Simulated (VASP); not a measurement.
A 63-atom supercell of MgO (rock salt) holds N on the O site with a neighbouring Mg vacancy in charge state +0. It is relaxed twice, with the total moment held at 1 and at 3 μB. Method: PBE GGA, VASP's PBE PAW potentials (set 64) (plane waves; VASP). Settings: PREC = Normal, LREAL = Auto, ISYM = 0, EDIFF = 1E-5, 400 eV cut-off, 1×1×1 Γ-centred mesh, Gaussian smearing of 0.050 eV, potentials Mg O N.

The supercell is sampled at Γ alone, which is coarse: total energies, pressure and levels can be off, energies of defects by several tenths of an eV.

### Question
Which spin state lies lower, and by how much?

### Answer
The state with 3 μB lies lower, by 0.21 eV.

The cell is a supercell with a defect, built from MgO (rock salt).
